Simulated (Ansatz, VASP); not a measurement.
# Cross-check of GaN between VASP and Ansatz

Aim: how closely do two programs agree when they are given the same cell, functional and k mesh? The cell is taken from a series of runs on this material, whose earlier steps may have relaxed, scaled, displaced or heated it; both programs get it as it stands.

Calculated with Ansatz 0.2.0; plane waves, with VASP 6.6.1 beside it; single point at PBE.

## 1. The structure

The cell holds 4 atoms: 2 Ga and 2 N. Its edges and angles: a = 3.267 Å, b = 3.267 Å, c = 28.100 Å, α = 90.0°, β = 90.0°, γ = 120.0°. Vacuum lies along c.

As a file:

```
Ga N
1.0
     3.26667    0.00000    0.00000
    -1.63333    2.82902    0.00000
     0.00000    0.00000   28.10000
Ga N
2 2
Direct
  0.33333 0.66667 0.45896
  0.66667 0.33333 0.54104
  0.66667 0.33333 0.45642
  0.33333 0.66667 0.54358
```

## 2. VASP: single point, PBE, pair 1

With cell and atoms fixed, the geometry can't cause a difference; cores, projectors, grids and the points listed under the comparison can.

Lines of VASP's logs that name or quote its potential files are left out, and so is its time.

INCAR reads:

```
SYSTEM = GaN
PREC = Accurate
ENCUT = 520
EDIFF = 1E-06
NELM = 120
ISMEAR = -1
SIGMA = 0.02
LREAL = .FALSE.
ALGO = Normal
GGA = PE
NBANDS = 24
LORBIT = 11
LWAVE = .FALSE.
LCHARG = .FALSE.
ISIF = 2
LDIPOL = .TRUE.
IDIPOL = 3
DIPOL = 0.5 0.5 0.5
LVHAR = .TRUE.
LASPH = .TRUE.
GGA_COMPAT = .FALSE.
EFERMI = MIDGAP
NELMDL = -8
KPAR = 2
```

POSCAR reads:

```
GaN
1.0
    3.2666679666      0.0000000000      0.0000000000
   -1.6333339833      2.8290174448      0.0000000000
    0.0000000000      0.0000000000     28.1000000000
Ga N
2 2
Direct
    0.3333333333      0.6666666667      0.4589579169
    0.6666666666      0.3333333334      0.5410420831
    0.6666666666      0.3333333334      0.4564219099
    0.3333333333      0.6666666667      0.5435780901
```

KPOINTS reads:

```
Automatic mesh
0
Gamma
6 6 1
0 0 0
```

The projector-augmented-wave data sets are Ga_d and N (PBE family, release 64).

The run is started by

```
> mpirun -np 2 vasp_std
```

Numbers of over 12 decimals in the logs are rounded to 6 here.

What it wrote:

```text
[banner, memory and clock lines left out]
running    2 mpi-ranks, on    1 nodes
 distrk:  each k-point on    1 cores,    2 groups
 distr:  one band on    1 cores,    1 groups

 POSCAR found type information on POSCAR GaN
 POSCAR found :  2 types and       4 ions
 LDA part: xc-table for (Slater+PW92), standard interpolation
 POSCAR, INCAR and KPOINTS ok, starting setup
 FFT: planning ... GRIDC
 FFT: planning ... GRID_SOFT
 FFT: planning ... GRID
 WAVECAR not read
 entering main loop
       N       E                     dE             d eps       ncg     rms          rms(c)
DAV:   1     0.277072804809E+03    0.27707E+03   -0.16739E+04   368   0.143E+03
DAV:   2     0.226884708133E+02   -0.25438E+03   -0.24475E+03   440   0.336E+02
DAV:   3    -0.260165370151E+02   -0.48705E+02   -0.48400E+02   424   0.133E+02
DAV:   4    -0.280260016377E+02   -0.20095E+01   -0.20012E+01   528   0.328E+01
DAV:   5    -0.280626426231E+02   -0.36641E-01   -0.36624E-01   408   0.417E+00
DAV:   6    -0.280642985998E+02   -0.16560E-02   -0.16559E-02   536   0.811E-01
DAV:   7    -0.280643147458E+02   -0.16146E-04   -0.16146E-04   416   0.785E-02
DAV:   8    -0.280643153577E+02   -0.61186E-06   -0.61186E-06   408   0.150E-02    0.117E+01
DAV:   9    -0.230321976755E+02    0.50321E+01   -0.16611E+01   624   0.579E+01    0.313E+00
DAV:  10    -0.232388258405E+02   -0.20663E+00   -0.31491E+00   424   0.112E+01    0.307E+00
DAV:  11    -0.231819516811E+02    0.56874E-01   -0.33031E-01   528   0.783E+00    0.109E+00
DAV:  12    -0.231435552053E+02    0.38396E-01   -0.10757E-01   528   0.414E+00    0.429E-01
DAV:  13    -0.231440851318E+02   -0.52993E-03   -0.10716E-02   408   0.147E+00    0.201E-01
DAV:  14    -0.231393464981E+02    0.47386E-02   -0.16883E-02   480   0.150E+00    0.195E-01
[...]
DAV:  20    -0.231408471771E+02   -0.15383E-03   -0.19446E-05   424   0.362E-02    0.839E-03
DAV:  21    -0.231410348564E+02   -0.18768E-03   -0.27844E-05   320   0.163E-02    0.108E-02
DAV:  22    -0.231410551540E+02   -0.20298E-04   -0.11475E-06   328   0.220E-02    0.266E-03
DAV:  23    -0.231411003880E+02   -0.45234E-04   -0.35560E-06   296   0.685E-03    0.321E-03
DAV:  24    -0.231411109844E+02   -0.10596E-04   -0.74864E-07   312   0.461E-03    0.124E-03
DAV:  25    -0.231411156915E+02   -0.47071E-05   -0.12737E-07   296   0.241E-03    0.985E-04
DAV:  26    -0.231411170829E+02   -0.13914E-05   -0.89863E-08   304   0.351E-03    0.135E-04
DAV:  27    -0.231411173168E+02   -0.23389E-06   -0.25276E-08   312   0.997E-04
   1 F= -.23141117E+02 E0= -.23141117E+02  d E =0.000000E+00
```

Parts of OUTCAR (step 2):

```text
ion  position               nearest neighbor table
   1  0.333  0.667  0.459-   3 1.89   3 1.89   3 1.89
   2  0.667  0.333  0.541-   4 1.89   4 1.89   4 1.89
   3  0.667  0.333  0.456-   1 1.89   1 1.89   1 1.89
   4  0.333  0.667  0.544-   2 1.89   2 1.89   2 1.89

  LATTYP: Found a hexagonal cell.
 ALAT       =     3.2666679666
 C/A-ratio  =     8.6020373932

 Subroutine GETGRP returns: Found 12 space group operations
 (whereof 12 operations were pure point group operations)

The static configuration has the point symmetry D_3d.

 Found      7 irreducible k-points:

   k-points           NKPTS =      7   k-points in BZ     NKDIM =      7   number of bands    NBANDS=     24

   dimension x,y,z NGX =    24 NGY =   24 NGZ =  210
   dimension x,y,z NGXF=    48 NGYF=   48 NGZF=  420

   ENCUT  =  520.0 eV  38.22 Ry    6.18 a.u.   6.07  6.07 52.25*2*pi/ulx,y,z

   NELECT =      36.0000    total number of electrons

 k-points in reciprocal lattice and weights: Automatic mesh
   0.00000000  0.00000000  0.00000000       0.028
   0.16666667  0.00000000  0.00000000       0.167
   0.33333333  0.00000000  0.00000000       0.167
   0.50000000  0.00000000  0.00000000       0.083
   0.16666667  0.16666667  0.00000000       0.167
   0.33333333  0.16666667  0.00000000       0.333
   0.33333333  0.33333333  0.00000000       0.056

 dipolmoment           0.000000      0.000000     -0.000000 electrons x Angstroem

 average (electrostatic) potential at core
       1 -72.4040       2 -72.4040       3 -70.6403       4 -70.6403

 E-fermi :  -2.4969

 k-point     1 :       0.0000    0.0000    0.0000
  band No.  band energies     occupation
    ...
     14      -4.6234      2.00000
     15      -4.4155      2.00000
     16      -4.4155      2.00000
     17      -3.8353      2.00000
     18      -3.8353      2.00000
     19      -1.4452      0.00000
     20       0.1451      0.00000
     21       1.2964      0.00000
     22       1.5986      0.00000
     23       1.9750      0.00000
    ...

 k-point     2 :       0.1667    0.0000    0.0000
  band No.  band energies     occupation
    ...
     14      -6.4844      2.00000
     15      -5.4990      2.00000
     16      -4.9588      2.00000
     17      -4.2415      2.00000
     18      -3.8792      2.00000
     19      -0.0835      0.00000
     20       0.8341      0.00000
     21       1.9382      0.00000
     22       2.1538      0.00000
     23       2.4976      0.00000
    ...

 k-point     3 :       0.3333    0.0000    0.0000
  band No.  band energies     occupation
    ...
     14      -8.2189      2.00000
     15      -5.9611      2.00000
     16      -5.8600      2.00000
     17      -4.9856      2.00000
     18      -3.5823      2.00000
     19       0.8796      0.00000
     20       1.3515      0.00000
     21       2.3284      0.00000
     22       3.3327      0.00000
     23       3.9166      0.00000
    ...

  Total        0.5959767      0.5959767      0.2083160     -0.0000000      0.0000000      0.0000000
  in kB        3.6769939      3.6769939      1.2852462     -0.0000000      0.0000000      0.0000000
  external PRESSURE =       2.8797447 kB  Pullay stress =       0.0000000 kB

  energy-cutoff  :      520.00
  volume of cell :      259.69
      direct lattice vectors                 reciprocal lattice vectors
     3.266667967  0.000000000  0.000000000     0.306122327  0.176739808  0.000000000
    -1.633333983  2.829017445  0.000000000     0.000000000  0.353479616  0.000000000
     0.000000000  0.000000000 28.100000000     0.000000000  0.000000000  0.035587189

 POSITION                                       TOTAL-FORCE (eV/Angst)
 -----------------------------------------------------------------------------------
     -0.00000      1.88601     12.89672         0.000000      0.000000     -0.059621
      1.63333      0.94301     15.20328        -0.000000     -0.000000      0.059621
      1.63333      0.94301     12.82546         0.000000      0.000000     -0.038978
     -0.00000      1.88601     15.27454         0.000000      0.000000      0.038978
 -----------------------------------------------------------------------------------
    total drift:                                0.000000     -0.000000     -0.000000

  FREE ENERGIE OF THE ION-ELECTRON SYSTEM (eV)
  ---------------------------------------------------
  free  energy   TOTEN  =       -23.1411173168 eV

  energy  without entropy=      -23.1411173168  energy(sigma->0) =      -23.14111732

 vacuum level on the upper side and lower side of the slab         1.849         1.849

 total charge
# of ion       s       p       d       tot
------------------------------------------
    1        0.804   0.860  10.169  11.832
    2        0.804   0.860  10.169  11.832
    3        1.224   2.507   0.000   3.731
    4        1.224   2.507   0.000   3.731
--------------------------------------------------
tot          4.056   6.734  20.338  31.128

[... 3 further parts left out ...]
```

## 3. Ansatz: single point, PBE, pair 1

Ansatz runs on its PAW soft_1 files.

The same cell, functional, mesh and smearing now go to Ansatz, which takes its cutoff from its data sets.

input.yaml reads:

```yaml
crystal:
  lattice:
    - [3.2666679666, 0.0, 0.0]
    - [-1.6333339833, 2.8290174448, 0.0]
    - [0.0, 0.0, 28.1]
  atoms:
    - { symbol: Ga, position: [0.3333333333, 0.6666666667, 0.4589579169] }
    - { symbol: "N", position: [0.6666666667, 0.3333333333, 0.4564219099] }
    - { symbol: Ga, position: [0.6666666667, 0.3333333333, 0.5410420831] }
    - { symbol: "N", position: [0.3333333333, 0.6666666667, 0.5435780901] }
  periodic: [true, true, false]
kpoints:
  mp_grid: { grid: [6, 6, 1] }
  band_path:
    path:
      - [0, 0, 0]
      - [0.5, 0, 0]
      - [0.3333333333333, 0.3333333333333, 0]
      - [0, 0, 0]
    npoints: 10
hamiltonian:
  xc: pbe
  pseudopotentials: { kind: paw, azcp: { folder: soft_1 } }
scf:
  occupations: { method: fermi_dirac, width: 0.02 }
  n_extra_bands: 5
output:
  eigenvalues: true
  write_density: true
  write_potential: true
  elf: true
  volumetric_format: npy
```

The run is started by

```
> ansatz run input.yaml --threads 4 --pin off --max-ram 17510MiB --backend cpu --events-out ev --progress --plain --runs-dir out
```

What it wrote:

```text
scf.n_extra_bands = 5 over 18 filled bands (N_el = 36.0): the run solves 23 bands
Engine: ansatz 0.2.0, aarch64-unknown-linux-gnu
Pseudopotentials: kind: paw
Pseudopotential: Ga, paw, valence charge 13, recommended cutoff 420 eV (normal), soft_1/Ga.paw.azcp
Pseudopotential: N, paw, valence charge 5, recommended cutoff 420 eV (normal), soft_1/N.paw.azcp
Functional definition: PBE
  parameter kappa = 0.804
  parameter beta = 0.066725
  exchange = pbe_x(kappa = kappa, mu = beta*pi^2/3)
  correlation = pbe_c(beta = beta)
Crystal: 4 atoms, lattice volume = 259.685 Å³
Basis set: ecut = 420 eV, 5169 PW (Γ)
Bands: 23, of which v1, the nominal top of the filled ones, is band 18 counted from 1 (17 counted from 0)
Symmetry: 12 space group operations
Space group: P-3m1 (ITA 164), of the structure as read, at distance tolerance 6.4e-5 Å
k-points: 7 of 36
Non-local potential: Ga, projectors of the file, l = 0: 2, l = 1: 2, l = 2: 3, l = 3: 1
Non-local potential: N, projectors of the file, l = 0: 2, l = 1: 2, l = 2: 1
PAW form: soft (Blöchl's): semilocal exchange-correlation on the pseudo side does not see the compensation charge
PAW one-centre angular grid: Ga, 590 points (default); XC on 64 Gauss nodes
PAW one-centre angular grid: N, 110 points (default); XC on 64 Gauss nodes
Initial density: superposition of atomic densities (neutral atoms: chi_scale 0, normalization atom)
Initial wavefunctions: pseudopotential atomic-orbital guess
Functional: x = pbe(κ = 0.804, μ = 0.219515), c = pbe(β = 0.066725)
SCF iter   1: F=—  HF=-8339.372222 eV  |F-HF|=—  |Δ(HF+E_count)|=         —  Δρ=7.25e-2  dr2=1.67e1  ethr=3.10e-3  ⟨swp⟩=10.1  Hψ=1036  notcnv=0
preconditioner: auto → none  [insulator: Δε(μ)=3.920 eV  Ē_g=15.917 eV  σ=0.020 eV  W_gap=1.00  n_scr=16 (ndim 8)  ℏωp=13.8 eV  f_vac=0.756  D(μ)=0.00/eV (n_scr^D=0)  ε∞_Penn≈1.8]
SCF iter   2: F=—  HF=-8336.012646 eV  |F-HF|=—  |Δ(HF+E_count)|=    3.36e0  Δρ=4.93e-2  dr2=5.14e0  ethr=3.10e-3  ⟨swp⟩=4.3  Hψ=473  notcnv=0  defer=7
SCF iter   3: F=—  HF=-8334.674036 eV  |F-HF|=—  |Δ(HF+E_count)|=    1.34e0  Δρ=1.19e-2  dr2=1.96e-1  ethr=3.10e-3  ⟨swp⟩=3.4  Hψ=426  notcnv=0  defer=7
SCF iter   4: F=—  HF=-8334.710955 eV  |F-HF|=—  |Δ(HF+E_count)|=   3.69e-2  Δρ=4.20e-3  dr2=1.51e-1  ethr=5.44e-4  ⟨swp⟩=5.3  Hψ=472  notcnv=0  defer=7
SCF iter   5: F=—  HF=-8334.661860 eV  |F-HF|=—  |Δ(HF+E_count)|=   4.91e-2  Δρ=1.25e-3  dr2=7.23e-3  ethr=4.19e-4  ⟨swp⟩=4.6  Hψ=404  notcnv=0  defer=7
SCF iter   6: F=—  HF=-8334.659772 eV  |F-HF|=—  |Δ(HF+E_count)|=   2.09e-3  Δρ=3.93e-4  dr2=4.12e-4  ethr=2.01e-5  ⟨swp⟩=3.7  Hψ=406  notcnv=0  defer=7
SCF iter   7: F=—  HF=-8334.659851 eV  |F-HF|=—  |Δ(HF+E_count)|=   7.82e-5  Δρ=3.42e-4  dr2=5.97e-4  ethr=1.14e-6  ⟨swp⟩=3.6  Hψ=410  notcnv=0  defer=7
SCF iter   8: F=—  HF=-8334.659624 eV  |F-HF|=—  |Δ(HF+E_count)|=   2.26e-4  Δρ=4.75e-5  dr2=5.72e-6  ethr=1.14e-6  ⟨swp⟩=2.9  Hψ=317  notcnv=0  defer=7
SCF iter   9: F=—  HF=-8334.659627 eV  |F-HF|=—  |Δ(HF+E_count)|=   2.27e-6  Δρ=8.25e-6  dr2=2.60e-7  ethr=1.59e-8  ⟨swp⟩=3.0  Hψ=348  notcnv=0  defer=7
SCF iter  10: F=-8334.659626 eV  HF=-8334.659626 eV  |F-HF|=1.89e-9  |Δ(HF+E_count)|=   1.20e-7  Δρ=7.21e-7  dr2=1.37e-9  ethr=2.78e-10  ⟨swp⟩=15.6  Hψ=862  notcnv=0
SCF 1 converged in 10 iterations: F = -8334.659626 eV  dr2 = 1.37e-9
  greatest PAW one-centre occupation: 0.995 electrons in one spin orbital (limit 2), on the Ga atom at site 2 (counted from 0), in its partial waves of l = 2
NSCF: frozen V_eff on 31 k-points
WARN: The output density's exchange-correlation potential varies sharply where the density is thin. Do not read a vacuum level from v_tot or v_xc, or from such a field of the output density. On a cell that repeats whose density bears no net charge and no dipole along the vacuum's axis use v_es (v_loc + v_h of the components); under efield.dipole_correction with no amplitude use v_es + v_field, which holds any externa [...]
SCF converged after 10 iterations
Free energy (F): -8334.659626 eV
Harris-Foulkes:  -8334.659626 eV  (|F-HF|=1.89e-9)
Internal energy: -8334.659626 eV  (E = F + TS)
E sigma→0 (E₀):  -8334.659626 eV
Fermi energy:    -4.322488 eV
--- Per-component energies (eV) ---
  E_band       = -547.222776
  E_kinetic    = 478.836375
  E_local      = -73914.252273  (includes V_loc(G=0)·N_el)
  E_nonlocal   = -110.378029
  E_hartree    = 37063.746312
  E_xc         = -243.336325
  E_vxc        = -259.950907  (∫ρ·V_xc dr)
  E_paw        = -4247.383719  (= ΣΔE_a)
  E_vpaw       = -868.970929  (= ΣTr[D̂ρ^β])
  E_aug_tail   = 0.001391  (compensation charges beyond the density's cutoff)
  E_ewald      = 32638.106641
  E_smearing   = -0.000000  (= −TS)
  E_closure    = 0.000000  (closes the sum)
  Σ components = -8334.659626   (vs F -8334.659626, Δ=0.00e0)
--- Band table (eV; the first three rows and the last of 7) ---
  k-point 0: bands = [... 14 lower, -6.2516, -6.2516, -5.6725, -5.6725, -3.2904, -1.6960 (-1.6960°), -0.5524 (-0.5553°), -0.2365, ... 1 higher]
  k-point 1: bands = [... 14 lower, -7.3362, -6.7954, -6.0793, -5.7244, -1.9285, -1.0085 (-1.0085°), 0.0929 (0.0891°), 0.3227, ... 1 higher]
  k-point 2: bands = [... 14 lower, -7.8029, -7.6976, -6.8246, -5.4283, -0.9581, -0.4908, 0.4890 (0.4890°), 1.4898, ... 1 higher]
  k-point 6: bands = [... 14 lower, -10.3622, -9.0110, -6.0216, -6.0216, 0.6992, 0.6992, 2.4330, 2.5477, ... 1 higher]
  ° read free of the cell's end (the report's vacuum.weakly_bound_levels)
```

## 4. Differences

Known differences besides the potentials themselves: Ansatz cuts the interaction across the vacuum, VASP repeats the sheet with a dipole correction; the cutoff is 420 eV in Ansatz and 520 eV in VASP. Total energies have different zeros and are not compared.

The two programs side by side:

```
              quantity  Ansatz   VASP  difference
gap on the k mesh (eV)   2.104  2.103      +0.001
```

A gap on the mesh is an upper bound, since the band edges may lie between its points. With vacuum in the cell, a pressure given here is an average over mostly empty space and none of the material.

## 5. VASP: single point, PBE, pair 2

A single point gives forces, pressure and levels at one fixed geometry, so differences don't come from the geometry; what else differs is listed under the comparison.

Edit INCAR of step 2 so:

```diff
@@ -5,4 +5,4 @@
 NELM = 120
-ISMEAR = -1
-SIGMA = 0.02
+ISMEAR = 0
+SIGMA = 0.01
 LREAL = .FALSE.
```

POSCAR is that of step 2.

KPOINTS reads:

```
Automatic mesh
0
Gamma
12 12 1
0 0 0
```

The run is started by

```
> mpirun -np 2 vasp_std
```

What it wrote:

```text
[... set-up lines as in an earlier step ...]
 entering main loop
       N       E                     dE             d eps       ncg     rms          rms(c)
DAV:   1     0.280538675893E+03    0.28054E+03   -0.16845E+04   992   0.145E+03
DAV:   2     0.226124655045E+02   -0.25793E+03   -0.24765E+03  1144   0.340E+02
DAV:   3    -0.255210992812E+02   -0.48134E+02   -0.47739E+02  1152   0.136E+02
DAV:   4    -0.280226422190E+02   -0.25015E+01   -0.24909E+01  1336   0.356E+01
[...]
DAV:  24    -0.231462590979E+02   -0.93787E-05   -0.83100E-07   840   0.132E-02    0.862E-04
DAV:  25    -0.231462630103E+02   -0.39123E-05   -0.13970E-07   760   0.354E-03    0.499E-04
DAV:  26    -0.231462639599E+02   -0.94962E-06   -0.48433E-08   832   0.186E-03
   1 F= -.23146264E+02 E0= -.23146264E+02  d E =0.000000E+00
```

Parts of OUTCAR (step 5):

```text
  Total        0.6101778      0.6101778      0.2258181      0.0000000      0.0000000      0.0000000
  in kB        3.7646103      3.7646103      1.3932283      0.0000000      0.0000000      0.0000000
  external PRESSURE =       2.9741496 kB  Pullay stress =       0.0000000 kB

 POSITION                                       TOTAL-FORCE (eV/Angst)
 -----------------------------------------------------------------------------------
     -0.00000      1.88601     12.89672        -0.000000     -0.000000     -0.062177
      1.63333      0.94301     15.20328         0.000000      0.000000      0.062177
      1.63333      0.94301     12.82546        -0.000000      0.000000     -0.041940
     -0.00000      1.88601     15.27454         0.000000     -0.000000      0.041940
 -----------------------------------------------------------------------------------
    total drift:                                0.000000     -0.000000     -0.000000

  FREE ENERGIE OF THE ION-ELECTRON SYSTEM (eV)
  ---------------------------------------------------
  free  energy   TOTEN  =       -23.1462639599 eV

  energy  without entropy=      -23.1462639599  energy(sigma->0) =      -23.14626396

[... 1 part as in an earlier step ...]

[... 2 further parts left out ...]
[key lines of the parts left out:]
E-fermi :  -2.4732
```

## 6. Ansatz: single point, PBE, pair 2

The same cell, functional and mesh now go to Ansatz, which takes its cutoff from its data sets.

The cell is taken from a series of runs on this material, whose earlier steps may have relaxed, scaled, displaced or heated it; both programs get it as it stands.

input.yaml, the sections that differ from step 3:

```yaml
kpoints:
  mp_grid: { grid: [12, 12, 1] }
scf:
  occupations: { method: fixed }
  n_extra_bands: 5
output:
  eigenvalues: true
  band_densities: [{ e_range: [-0.08, 0] }, { e_range: [1.99, 2.12] }]
  volumetric_format: npy
# crystal, hamiltonian: as in step 3
```

The run is started by

```
> ansatz run input.yaml --threads 4 --pin off --max-ram 17510MiB --backend cpu --events-out ev --progress --plain --runs-dir out
```

What it wrote:

```text
[...]
Crystal: 4 atoms, lattice volume = 259.685 Å³
Basis set: ecut = 420 eV, 5169 PW (Γ)
Bands: 23, of which v1, the nominal top of the filled ones, is band 18 counted from 1 (17 counted from 0)
Symmetry: 12 space group operations
[...]
k-points: 19 of 144
[...]
k-point 18: bands = [... 14 lower, -10.3674, -9.0164, -6.0265, -6.0265, 0.6962, 0.6962, 2.4285, 2.5427, ... 1 higher]
  ° read free of the cell's end (the report's vacuum.weakly_bound_levels)
--- Band densities, each state counted as filled ---
  window                                       electrons  max residual (eV)  cut levels
  e_range: [-0.08, 0]                           0.583333             5.8e-5           0
  e_range: [1.99, 2.12]                         0.013889             2.2e-4           0
[key lines of the parts left out:]
SCF converged after 10 iterations
Free energy (F): -8334.664795 eV
Fermi energy:    -5.344773 eV
```

(Continued in part 2 of 2.)

[Lines on the potential files, build, host, timing and source positions are cut from VASP's logs without a mark.]

[Logs are printed without paths, hosts, clocks, repeated set-up lines and the standing remarks that a program may print on its own settings, such as how far it seeks lower states.]

[Hosts, paths, dates, database ids (printed as entryN), source tags and the programs' standing remarks are cut or masked in the printed files.]
